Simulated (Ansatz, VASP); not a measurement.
# Cross-check of Si2Mo between VASP and Ansatz

Aim: how closely do two programs agree when they are given the same cell, functional and k mesh? The cell is taken from a series of runs on this material, whose earlier steps may have relaxed, scaled, displaced or heated it; both programs get it as it stands.

Main program and level: Ansatz 0.2.0; plane waves, with VASP 6.6.1 beside it; zone-centre phonons at PBEsol.

## 1. The starting structure

The structure is tetragonal, space group I4/mmm (No. 139). Conventional cell: a = 3.179 Å, b = 3.179 Å, c = 7.798 Å, α = 90.00°, β = 90.00°, γ = 90.00°. Nearest to Si lie 5 Si at 2.57 to 2.61 Å and 5 Mo at 2.59 to 2.61 Å. Nearest to Mo lie 10 Si at 2.59 to 2.61 Å. Farther neighbours are not listed.

Structure file:

```xyz
3
Lattice="-1.5895 1.5895 3.8990 1.5895 -1.5895 3.8990 1.5895 1.5895 -3.8990" Properties=species:S:1:pos:R:3 pbc="T T T"
Si    0.0000    0.0000    2.6119
Si    0.0000    0.0000    5.1861
Mo    0.0000    0.0000    0.0000
```

## 2. VASP: zone-centre phonons, PBEsol

Second derivatives magnify differences that forces hide, and they need a tight electronic threshold.

Lines of VASP's logs that name or quote its potential files are left out, and so is its time.

Input file INCAR:

```
SYSTEM = Si2Mo
PREC = Accurate
ENCUT = 500
EDIFF = 1E-08
NELM = 120
ISMEAR = 1
SIGMA = 0.2
LREAL = .FALSE.
ALGO = Normal
GGA = PS
NBANDS = 17
LASPH = .TRUE.
LORBIT = 11
LWAVE = .FALSE.
LCHARG = .FALSE.
ISIF = 2
IBRION = 8
GGA_COMPAT = .FALSE.
KPAR = 2
```

Input file POSCAR:

```
Si2Mo
1.0
   -1.5895400538      1.5895400538      3.8990317402
    1.5895400538     -1.5895400538      3.8990317402
    1.5895400538      1.5895400538     -3.8990317402
Si Mo
2 1
Direct
    0.3349480950      0.3349480950      0.0000000000
    0.6650519050      0.6650519050      0.0000000000
    0.0000000000      0.0000000000      0.0000000000
```

Input file KPOINTS:

```
Automatic mesh
0
Gamma
20 20 20
0 0 0
```

The projector-augmented-wave data sets are Si and Mo_sv (PBE family, release 64).

Command:

```sh
mpirun -np 2 vasp_std
```

Numbers of over 12 decimals in the logs are rounded to 6 here.

What it wrote:

```text
[banner, memory and clock lines left out]
running    2 mpi-ranks, on    1 nodes
 distrk:  each k-point on    1 cores,    2 groups
 distr:  one band on    1 cores,    1 groups

 POSCAR found type information on POSCAR SiMo
 POSCAR found :  2 types and       3 ions
|                                                                             |
|               ----> ADVICE to this user running VASP <----                  |
|                                                                             |
|     You enforced a specific xc type in the INCAR file but a different       |
|     [... a line on the potential file left out ...]
|     I HOPE YOU KNOW WHAT YOU ARE DOING!                                     |
|                                                                             |

 LDA part: xc-table for (Slater+PW92), standard interpolation
 POSCAR, INCAR and KPOINTS ok, starting setup
 FFT: planning ... GRIDC
 FFT: planning ... GRID_SOFT
 FFT: planning ... GRID
 WAVECAR not read
 entering main loop
       N       E                     dE             d eps       ncg     rms          rms(c)
DAV:   1     0.115486939182E+03    0.11549E+03   -0.11131E+04 21826   0.120E+03
DAV:   2    -0.232411026950E+02   -0.13873E+03   -0.13640E+03 26975   0.305E+02
DAV:   3    -0.260184172048E+02   -0.27773E+01   -0.27456E+01 27148   0.388E+01
DAV:   4    -0.260328411551E+02   -0.14424E-01   -0.14415E-01 26673   0.313E+00
DAV:   5    -0.260329359850E+02   -0.94830E-04   -0.94822E-04 27220   0.257E-01    0.236E+01
DAV:   6    -0.252413301893E+02    0.79161E+00   -0.60239E+00 23507   0.164E+01    0.526E+00
DAV:   7    -0.251163941114E+02    0.12494E+00   -0.85728E-01 22956   0.571E+00    0.484E+00
DAV:   8    -0.250766805012E+02    0.39714E-01   -0.10954E-01 23773   0.250E+00    0.441E-01
DAV:   9    -0.250757014182E+02    0.97908E-03   -0.20060E-03 27287   0.368E-01    0.235E-01
DAV:  10    -0.250755957551E+02    0.10566E-03   -0.52521E-04 24637   0.200E-01    0.593E-02
DAV:  11    -0.250755842119E+02    0.11543E-04   -0.16568E-04 23926   0.971E-02    0.368E-02
DAV:  12    -0.250755815373E+02    0.26745E-05   -0.24602E-05 23353   0.356E-02    0.811E-03
DAV:  13    -0.250755810301E+02    0.50724E-06   -0.10687E-06 23901   0.920E-03    0.225E-03
DAV:  14    -0.250755809438E+02    0.86323E-07   -0.14822E-08 21541   0.972E-04    0.494E-04
DAV:  15    -0.250755809263E+02    0.17438E-07   -0.33858E-09 11954   0.516E-04    0.555E-04
DAV:  16    -0.250755809269E+02   -0.52205E-09   -0.75924E-10 11720   0.241E-04
   1 F= -.25075581E+02 E0= -.25075772E+02  d E =0.574713E-03
 Linear response reoptimize wavefunctions to high precision
DAV:   1    -0.250755809271E+02   -0.22692E-09   -0.71600E-11 11920   0.647E-05
DAV:   2    -0.250755809271E+02   -0.18645E-10   -0.84593E-12 11597   0.238E-05
 Linear response DOF=           4
 Linear response progress:
  Degree of freedom:   1/  4
       N       E                     dE             d eps       ncg     rms          rms(c)
RMM:   1    -0.205627600456E-01   -0.20563E-01   -0.13858E-02177986   0.891E-01
RMM:   2    -0.162787657985E-01    0.42840E-02   -0.13250E-03114921   0.226E-01    0.918E-02
RMM:   3    -0.163564130250E-01   -0.77647E-04   -0.16492E-04114735   0.638E-02    0.493E-02
RMM:   4    -0.165120970478E-01   -0.15568E-03   -0.10220E-04118805   0.478E-02    0.102E-02
RMM:   5    -0.164979658286E-01    0.14131E-04   -0.13306E-06121260   0.123E-02    0.176E-03
RMM:   6    -0.165010988969E-01   -0.31331E-05   -0.31064E-07122428   0.254E-03    0.621E-04
RMM:   7    -0.164992289431E-01    0.18700E-05    0.49697E-08127692   0.765E-04    0.147E-04
RMM:   8    -0.164998424859E-01   -0.61354E-06   -0.62468E-09129072   0.192E-04    0.396E-05
RMM:   9    -0.164998449536E-01   -0.24676E-08    0.88408E-09125439   0.696E-05    0.108E-05
 first order change of Fermi-energy   0.22024E-04
 force on displaced ion       1 direction 1 :  -8.625  -0.000  -0.000
 Linear response progress:
  Degree of freedom:   2/  4
       N       E                     dE             d eps       ncg     rms          rms(c)
RMM:   1    -0.296468829748E-01   -0.29647E-01   -0.55463E-03 53543   0.112E+00
RMM:   2    -0.224999042054E-01    0.71470E-02   -0.23373E-03 36415   0.293E-01    0.148E-01
RMM:   3    -0.224922873663E-01    0.76168E-05   -0.57975E-04 33836   0.120E-01    0.112E-01
RMM:   4    -0.225480614062E-01   -0.55774E-04   -0.74789E-05 34798   0.609E-02    0.411E-02
RMM:   5    -0.226036460926E-01   -0.55585E-04   -0.17224E-05 37506   0.235E-02    0.157E-02
RMM:   6    -0.226065705329E-01   -0.29244E-05   -0.60481E-06 36626   0.789E-03    0.259E-03
RMM:   7    -0.226057711155E-01    0.79942E-06    0.87910E-07 37499   0.218E-03    0.613E-04
RMM:   8    -0.226048711084E-01    0.90001E-06   -0.25893E-07 36833   0.806E-04    0.313E-04
RMM:   9    -0.226053582070E-01   -0.48710E-06    0.73943E-08 37307   0.309E-04    0.438E-05
RMM:  10    -0.226054762673E-01   -0.11806E-06    0.48713E-08 39758   0.109E-04    0.177E-05
RMM:  11    -0.226054942893E-01   -0.18022E-07   -0.71642E-09 38413   0.342E-05    0.308E-06
RMM:  12    -0.226054891904E-01    0.50989E-08   -0.40792E-09 41474   0.190E-05    0.159E-06
 first order change of Fermi-energy  -0.10995E+00
 force on displaced ion       1 direction 3 :  -0.000  -0.000 -13.656
 Linear response progress:
  Degree of freedom:   3/  4
       N       E                     dE             d eps       ncg     rms          rms(c)
RMM:   1    -0.781470038039E+00   -0.78147E+00    0.42350E+00 42934   0.219E+01
RMM:   2    -0.583053081835E+00    0.19842E+00   -0.28486E-01 60557   0.369E+00    0.161E-01
RMM:   3    -0.582593735514E+00    0.45935E-03   -0.46158E-03 77872   0.485E-01    0.892E-02
RMM:   4    -0.581635368621E+00    0.95837E-03   -0.40520E-04 83728   0.149E-01    0.248E-02
RMM:   5    -0.581506295831E+00    0.12907E-03   -0.44032E-05 91145   0.404E-02    0.943E-03
RMM:   6    -0.581516763985E+00   -0.10468E-04   -0.58682E-06 81292   0.134E-02    0.119E-03
RMM:   7    -0.581518057717E+00   -0.12937E-05   -0.18183E-06 91842   0.457E-03    0.572E-04
RMM:   8    -0.581521088744E+00   -0.30310E-05   -0.29801E-07 86257   0.155E-03    0.266E-04
RMM:   9    -0.581525114965E+00   -0.40262E-05   -0.16206E-07 84091   0.826E-04    0.317E-05
RMM:  10    -0.581525201559E+00   -0.86594E-07   -0.37686E-08 90540   0.391E-04    0.175E-05
RMM:  11    -0.581525542089E+00   -0.34053E-06   -0.38895E-08 88152   0.229E-04    0.669E-06
RMM:  12    -0.581525673000E+00   -0.13091E-06   -0.20152E-08 90548   0.139E-04    0.265E-06
RMM:  13    -0.581525607512E+00    0.65489E-07   -0.25502E-08 83870   0.980E-05    0.222E-06
RMM:  14    -0.581525606330E+00    0.11817E-08   -0.29266E-08 84737   0.762E-05    0.290E-06
 first order change of Fermi-energy  -0.99655E-03
 force on displaced ion       3 direction 1 : -10.580  -0.000   0.000
 Linear response progress:
  Degree of freedom:   4/  4
       N       E                     dE             d eps       ncg     rms          rms(c)
RMM:   1    -0.821586809188E+00   -0.82159E+00    0.47013E+00 23273   0.225E+01
RMM:   2    -0.625197800411E+00    0.19639E+00   -0.29502E-01 33246   0.374E+00    0.175E-01
RMM:   3    -0.624230753595E+00    0.96705E-03   -0.46337E-03 41374   0.501E-01    0.899E-02
RMM:   4    -0.622974673658E+00    0.12561E-02   -0.62085E-04 43213   0.175E-01    0.263E-02
RMM:   5    -0.622787518904E+00    0.18715E-03   -0.67170E-05 49128   0.471E-02    0.142E-02
RMM:   6    -0.622673005009E+00    0.11451E-03   -0.82318E-06 49617   0.159E-02    0.376E-03
RMM:   7    -0.622683233933E+00   -0.10229E-04   -0.27908E-06 44898   0.639E-03    0.576E-04
RMM:   8    -0.622686154681E+00   -0.29207E-05   -0.57082E-08 50593   0.217E-03    0.362E-04
RMM:   9    -0.622688148654E+00   -0.19940E-05    0.10367E-08 48519   0.793E-04    0.213E-04
RMM:  10    -0.622690537631E+00   -0.23890E-05    0.95828E-09 46893   0.485E-04    0.243E-05
RMM:  11    -0.622690189986E+00    0.34765E-06    0.18852E-08 48333   0.234E-04    0.122E-05
RMM:  12    -0.622690127363E+00    0.62623E-07    0.19111E-09 50318   0.137E-04    0.413E-06
RMM:  13    -0.622690188376E+00   -0.61013E-07    0.59631E-09 48580   0.992E-05    0.204E-06
RMM:  14    -0.622690244752E+00   -0.56376E-07   -0.57333E-09 47869   0.804E-05    0.668E-07
RMM:  15    -0.622690267511E+00   -0.22759E-07   -0.68568E-09 49898   0.698E-05    0.500E-07
RMM:  16    -0.622690256478E+00    0.11033E-07   -0.29381E-09 38851   0.639E-05    0.166E-07
RMM:  17    -0.622690258566E+00   -0.20882E-08   -0.83749E-09 30849   0.611E-05    0.134E-07
 first order change of Fermi-energy   0.54872E-03
 force on displaced ion       3 direction 3 :   0.000   0.000 -13.886
 Linear response finished
```

From OUTCAR (step 2):

```text
ion  position               nearest neighbor table
   1  0.335  0.335  0.000-   2 2.57   3 2.59   3 2.59   3 2.59   3 2.59   2 2.61   2 2.61   2 2.61
                             2 2.61   3 2.61
   2  0.665  0.665  0.000-   1 2.57   3 2.59   3 2.59   3 2.59   3 2.59   1 2.61   1 2.61   1 2.61
                             1 2.61   3 2.61
   3  0.000  0.000  0.000-   2 2.59   2 2.59   2 2.59   1 2.59   2 2.59   1 2.59   1 2.59   1 2.59
                             1 2.61   2 2.61

  LATTYP: Found a body centered tetragonal cell.
 ALAT       =     3.1790801076
 C/A-ratio  =     2.4529307902

 Subroutine GETGRP returns: Found 16 space group operations
 (whereof 16 operations were pure point group operations)

The static configuration has the point symmetry D_4h.

 Found    641 irreducible k-points:

   k-points           NKPTS =    641   k-points in BZ     NKDIM =    641   number of bands    NBANDS=     17

   dimension x,y,z NGX =    36 NGY =   36 NGZ =   36
   dimension x,y,z NGXF=    72 NGYF=   72 NGZF=   72

   ENCUT  =  500.0 eV  36.75 Ry    6.06 a.u.   8.21  8.21  8.21*2*pi/ulx,y,z

   NELECT =      22.0000    total number of electrons

 k-points in reciprocal lattice and weights: Automatic mesh
   0.00000000  0.00000000  0.00000000       0.000
   0.05000000  0.00000000  0.00000000       0.001
   0.10000000  0.00000000  0.00000000       0.001
   0.15000000  0.00000000  0.00000000       0.001
   0.20000000  0.00000000  0.00000000       0.001
   0.25000000  0.00000000 -0.00000000       0.001
   0.30000000  0.00000000  0.00000000       0.001
   0.35000000  0.00000000 -0.00000000       0.001
   0.40000000  0.00000000 -0.00000000       0.001
[...]
-0.45000000 -0.45000000  0.45000000       0.000
   0.50000000  0.50000000  0.50000000       0.000

 average (electrostatic) potential at core
       1 -76.8924       2 -76.8924       3 -68.6038

  Total        0.6429223      0.6429223      0.6433282      0.0000000      0.0000000     -0.0000000
  in kB       26.1402287     26.1402287     26.1567319      0.0000000      0.0000000     -0.0000000
  external PRESSURE =      26.1457297 kB  Pullay stress =       0.0000000 kB

  energy-cutoff  :      500.00
  volume of cell :       39.41
      direct lattice vectors                 reciprocal lattice vectors
    -1.589540054  1.589540054  3.899031740     0.000000000  0.314556402  0.128236966
     1.589540054 -1.589540054  3.899031740     0.314556402  0.000000000  0.128236966
     1.589540054  1.589540054 -3.899031740     0.314556402  0.314556402  0.000000000

 POSITION                                       TOTAL-FORCE (eV/Angst)
 -----------------------------------------------------------------------------------
      0.00000      0.00000      2.61195         0.000000      0.000000     -0.004796
      0.00000      0.00000      5.18612        -0.000000     -0.000000      0.004796
      0.00000      0.00000      0.00000         0.000000      0.000000      0.000000
 -----------------------------------------------------------------------------------
    total drift:                               -0.000000      0.000000      0.000000

 Eigenvectors and eigenvalues of the dynamical matrix
 ----------------------------------------------------

   1 f  =   13.313544 THz    83.651461 2PiTHz  444.092010 cm-1    55.060367 meV
             X         Y         Z           dx          dy          dz
      0.000000  0.000000  2.611947     0.000000   -0.000000   -0.707107
      0.000000  0.000000  5.186117     0.000000    0.000000    0.707107
      0.000000  0.000000  0.000000     0.000000   -0.000000    0.000000

   2 f  =   10.203732 THz    64.111942 2PiTHz  340.359878 cm-1    42.199228 meV
             X         Y         Z           dx          dy          dz
      0.000000  0.000000  2.611947     0.073468   -0.703280    0.000000
      0.000000  0.000000  5.186117    -0.073468    0.703280   -0.000000
      0.000000  0.000000  0.000000     0.000000   -0.000000    0.000000

   3 f  =   10.203732 THz    64.111942 2PiTHz  340.359878 cm-1    42.199228 meV
             X         Y         Z           dx          dy          dz
      0.000000  0.000000  2.611947    -0.703280   -0.073468    0.000000
      0.000000  0.000000  5.186117     0.703280    0.073468   -0.000000
      0.000000  0.000000  0.000000     0.000000    0.000000    0.000000

   4 f  =    9.787865 THz    61.498971 2PiTHz  326.488041 cm-1    40.479340 meV
             X         Y         Z           dx          dy          dz
      0.000000  0.000000  2.611947     0.000000   -0.000000    0.561585
      0.000000  0.000000  5.186117     0.000000   -0.000000    0.561585
      0.000000  0.000000  0.000000     0.000000    0.000000   -0.607654

   5 f  =    8.541311 THz    53.666638 2PiTHz  284.907456 cm-1    35.324007 meV
             X         Y         Z           dx          dy          dz
      0.000000  0.000000  2.611947     0.000000   -0.561503   -0.000000
      0.000000  0.000000  5.186117     0.000000   -0.561503   -0.000000
      0.000000  0.000000  0.000000    -0.000000    0.607806    0.000000

   6 f  =    8.541311 THz    53.666638 2PiTHz  284.907456 cm-1    35.324007 meV
             X         Y         Z           dx          dy          dz
      0.000000  0.000000  2.611947     0.561503   -0.000000   -0.000000
      0.000000  0.000000  5.186117     0.561503    0.000000   -0.000000
      0.000000  0.000000  0.000000    -0.607806   -0.000000   -0.000000

   7 f/i=    0.000291 THz     0.001825 2PiTHz    0.009691 cm-1     0.001202 meV
             X         Y         Z           dx          dy          dz
      0.000000  0.000000  2.611947    -0.000000    0.000000    0.429676
      0.000000  0.000000  5.186117    -0.000000    0.000000    0.429676
      0.000000  0.000000  0.000000    -0.000000    0.000000    0.794202

   8 f/i=    0.001381 THz     0.008674 2PiTHz    0.046051 cm-1     0.005710 meV
             X         Y         Z           dx          dy          dz
      0.000000  0.000000  2.611947     0.112624   -0.414765    0.000000
      0.000000  0.000000  5.186117     0.112624   -0.414765    0.000000
      0.000000  0.000000  0.000000     0.208088   -0.766336    0.000000

   9 f/i=    0.001381 THz     0.008674 2PiTHz    0.046051 cm-1     0.005710 meV
             X         Y         Z           dx          dy          dz
      0.000000  0.000000  2.611947    -0.414765   -0.112624    0.000000
      0.000000  0.000000  5.186117    -0.414765   -0.112624    0.000000
      0.000000  0.000000  0.000000    -0.766336   -0.208088    0.000000

 ELASTIC MODULI CONTR FROM IONIC RELAXATION (kBar)
 Direction    XX          YY          ZZ          XY          YZ          ZX
 --------------------------------------------------------------------------------
 XX         -14.1817    -14.1817    -26.0225      0.0000      0.0000      0.0000
 YY         -14.1817    -14.1817    -26.0225      0.0000      0.0000      0.0000
 ZZ         -26.0225    -26.0225    -47.7497      0.0000      0.0000      0.0000
 XY           0.0000      0.0000      0.0000      0.0000      0.0000      0.0000
 YZ           0.0000      0.0000      0.0000      0.0000    -31.9869      0.0000
 ZX           0.0000      0.0000      0.0000      0.0000      0.0000    -12.2082
 --------------------------------------------------------------------------------
```

(Continued in part 2 of 2.)

[Lines on the potential files, build, host, timing and source positions are cut from VASP's logs without a mark.]

[Logs are printed without paths, hosts, clocks, repeated set-up lines and the standing remarks that a program may print on its own settings, such as how far it seeks lower states.]

[Hosts, paths, dates, database ids (printed as entryN), source tags and the programs' standing remarks are cut or masked in the printed files.]
